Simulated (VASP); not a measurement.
Crystal: BAs.

```xyz
2
Lattice="0.0000 2.3885 2.3885 2.3885 0.0000 2.3885 2.3885 2.3885 0.0000" Properties=species:S:1:pos:R:3 pbc="T T T"
B     0.0000    0.0000    0.0000
As    1.1943    1.1943    1.1943
```

Base run:

```yaml
Program: VASP 6.6.1
Functional: PBE
Potentials_or_basis: VASP PAW PBE potentials, release 64 (B, As)
Cutoff: 520 eV
k_mesh: 12 × 12 × 12
Occupations: gaussian, width 0.02 eV
Spin: no spin polarisation
```

Its results: band gap on the k mesh 1.18 eV, indirect (least direct gap 3.28 eV); pressure 3.4 GPa.

The run is repeated on the same cell with these changes: k mesh from 12 × 12 × 12 to 4 × 4 × 4. What comes out?

Band gap on the k mesh 1.41 eV, indirect (least direct gap 3.26 eV); pressure 4.0 GPa.

Caveats: some runs use coarse meshes.

A k mesh can miss the band edges.
